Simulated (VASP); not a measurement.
Given:

```yaml
crystal:
  lattice:
    - [0.00000, 2.31573, 2.31573]
    - [2.31573, 0.00000, 2.31573]
    - [2.31573, 2.31573, 0.00000]
  atoms:
    - { symbol: Hf, position: [0.00000, 0.00000, 0.00000] }
    - { symbol: C, position: [0.50000, 0.50000, 0.50000] }
```

Method: optB86b-vdW, VASP's PBE PAW potentials (set 64) (plane waves; VASP). Numerical set-up: 520 eV cut-off, 14×14×14 Γ-centred mesh, first-order Methfessel-Paxton smearing of 0.10 eV, potentials Hf_pv C.

The job: HfC (rock salt), 2 atoms, optB86b-vdW, static run, 520 eV, 14×14×14 Γ-centred mesh. Roughly how much core time does it take on a busy server core?

About 20 core-seconds (one run on a shared machine, a rough figure). It had 104 irreducible k-points, 11 bands, up to 692 plane waves and 14 electronic steps.

The compound is HfC in the rock salt structure. It was relaxed first.
